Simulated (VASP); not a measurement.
```
CELL_PARAMETERS angstrom
      4.48815     0.00000     0.00000
     -2.24408     3.88685     0.00000
      0.00000     0.00000     4.96038
ATOMIC_POSITIONS crystal
  Se 0.21789 0.00000 0.33333
  Se 0.00000 0.21789 0.66667
  Se 0.78211 0.78211 0.00000
```

Calculation: PBE GGA, VASP's PBE PAW potentials (set 64) (plane waves; VASP). Run with 300 eV cut-off, 5×5×4 Γ-centred mesh, Fermi-Dirac smearing of 0.020 eV, potentials Se.

**Question.** Give the force on each atom (eV/Å).

**Answer.** 
```csv
atom,Fx,Fy,Fz
Se1,0.451,0.000,0.000
Se2,-0.225,0.390,0.000
Se3,-0.225,-0.390,0.000
```

**Question.** Give the stress tensor in GPa (positive for a compressed cell).

**Answer.** 
```
1.69  0.00  0.00
0.00  1.69  0.00
0.00  0.00  3.16
```
The pressure is its mean diagonal, 2.18 GPa.

The structure comes from a computed database's Se entry; how it stands against other phases isn't given here. The cell was not relaxed at this level.
